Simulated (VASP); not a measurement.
OSZICAR of a VASP run on PdAl (relaxed from the rock salt structure, space group Fm-3m):

### OSZICAR
```
       N       E                     dE             d eps       ncg     rms          rms(c)
DAV:   1     0.188223850285E+02    0.18822E+02   -0.49731E+03  1120   0.896E+02
DAV:   2    -0.328627881447E+02   -0.51685E+02   -0.48547E+02  1198   0.187E+02
DAV:   3    -0.339664260902E+02   -0.11036E+01   -0.10975E+01  1332   0.290E+01
DAV:   4    -0.339756861596E+02   -0.92601E-02   -0.92588E-02  1238   0.286E+00
DAV:   5    -0.339759084109E+02   -0.22225E-03   -0.22225E-03  1292   0.450E-01    0.699E+00
DAV:   6    -0.303307392051E+02    0.36452E+01   -0.51879E+00  1206   0.256E+01    0.326E+00
DAV:   7    -0.304226264379E+02   -0.91887E-01   -0.72254E-01  1188   0.918E+00    0.174E+00
DAV:   8    -0.304255856374E+02   -0.29592E-02   -0.97233E-02  1166   0.261E+00    0.712E-01
DAV:   9    -0.304294974609E+02   -0.39118E-02   -0.46966E-02  1156   0.222E+00    0.100E-01
DAV:  10    -0.304321571592E+02   -0.26597E-02   -0.55012E-03  1174   0.685E-01    0.966E-02
DAV:  11    -0.304324497191E+02   -0.29256E-03   -0.24632E-04  1234   0.204E-01    0.292E-02
DAV:  12    -0.304324201021E+02    0.29617E-04   -0.15961E-04  1134   0.145E-01    0.588E-03
DAV:  13    -0.304325309209E+02   -0.11082E-03   -0.31768E-05  1136   0.822E-02    0.561E-03
DAV:  14    -0.304325275502E+02    0.33706E-05   -0.11201E-06   732   0.150E-02    0.322E-03
DAV:  15    -0.304325319919E+02   -0.44417E-05   -0.13784E-06   998   0.170E-02    0.102E-03
DAV:  16    -0.304325325459E+02   -0.55396E-06   -0.39442E-07   578   0.819E-03
   1 F= -.30432533E+02 E0= -.30432063E+02  d E =-.304325E+02
       N       E                     dE             d eps       ncg     rms          rms(c)
DAV:   1    -0.304340489868E+02   -0.15170E-02   -0.25345E-02  1210   0.190E+00    0.265E-01
DAV:   2    -0.304326203913E+02    0.14286E-02   -0.13347E-02  1194   0.119E+00    0.894E-02
DAV:   3    -0.304325716282E+02    0.48763E-04   -0.74754E-04  1214   0.293E-01    0.272E-02
DAV:   4    -0.304325276328E+02    0.43995E-04   -0.66565E-05  1186   0.634E-02    0.817E-03
DAV:   5    -0.304325560357E+02   -0.28403E-04   -0.43815E-05  1158   0.732E-02    0.410E-03
DAV:   6    -0.304325584927E+02   -0.24570E-05   -0.21595E-05  1178   0.444E-02    0.391E-03
DAV:   7    -0.304325615784E+02   -0.30856E-05   -0.31512E-07   642   0.586E-03    0.160E-03
DAV:   8    -0.304325619004E+02   -0.32206E-06   -0.18776E-07   572   0.431E-03
   2 F= -.30432562E+02 E0= -.30432100E+02  d E =-.293545E-04
       N       E                     dE             d eps       ncg     rms          rms(c)
DAV:   1    -0.304327585633E+02   -0.19698E-03   -0.29575E-03  1206   0.650E-01    0.904E-02
DAV:   2    -0.304325890255E+02    0.16954E-03   -0.15499E-03  1196   0.408E-01    0.306E-02
DAV:   3    -0.304325766764E+02    0.12349E-04   -0.86418E-05  1212   0.994E-02    0.958E-03
DAV:   4    -0.304325784184E+02   -0.17420E-05   -0.77693E-06  1188   0.215E-02    0.274E-03
DAV:   5    -0.304325712318E+02    0.71866E-05   -0.52252E-06  1162   0.249E-02    0.139E-03
DAV:   6    -0.304325777799E+02   -0.65482E-05   -0.24412E-06  1144   0.148E-02    0.132E-03
DAV:   7    -0.304325772615E+02    0.51842E-06   -0.37926E-08   568   0.203E-03
   3 F= -.30432577E+02 E0= -.30432112E+02  d E =-.447156E-04
```

Problem. Which electronic solver shows in the log?

Solution. It is blocked Davidson (ALGO = Normal, or the opening steps of other solvers). The INCAR had ALGO = Normal.

Problem. Can the final energy be trusted as converged?

Solution. The calculation finished and met its thresholds. It stopped with EDIFF = 1E-6, NELM = 100, NSW = 60 and EDIFFG = -0.01 after 3 ionic steps (r2SCAN meta-GGA, plane waves, VASP's PBE PAW potentials (set 64)).

The structure was generated: PdAl was put into the rock salt type (Fm-3m), which need not be its known phase. This run relaxes it. Symmetry was kept, so distortions that lower it aren't found. The start is the result of an earlier pass. The electron count is odd and the run is not spin-polarised, which forces a metal.
